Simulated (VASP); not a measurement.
Data:

```
LiBr
1.0
    0.00000     2.65459     2.65459
    2.65459     0.00000     2.65459
    2.65459     2.65459     0.00000
Li Br
1 1
Cartesian
  0.00000   0.00000   0.00000
  2.65459   2.65459   2.65459
```

Calculation: LDA (Ceperley-Alder, Perdew-Zunger), VASP's LDA PAW potentials (set 64) (plane waves; VASP). Run with 620 eV cut-off, 9×9×9 Γ-centred mesh, Gaussian smearing of 0.050 eV, potentials Li_sv Br.

**Question.** Estimate the energy per atom (σ→0).

**Answer.** 
```
Property                       Result
---------------------  --------------
energy per atom (σ→0)  -3.687 eV/atom
```

Total energies compare only between runs with the same potentials, cut-off and functional.

The compound is LiBr in the rock salt structure. It was relaxed first, which changed the volume by -10 %.
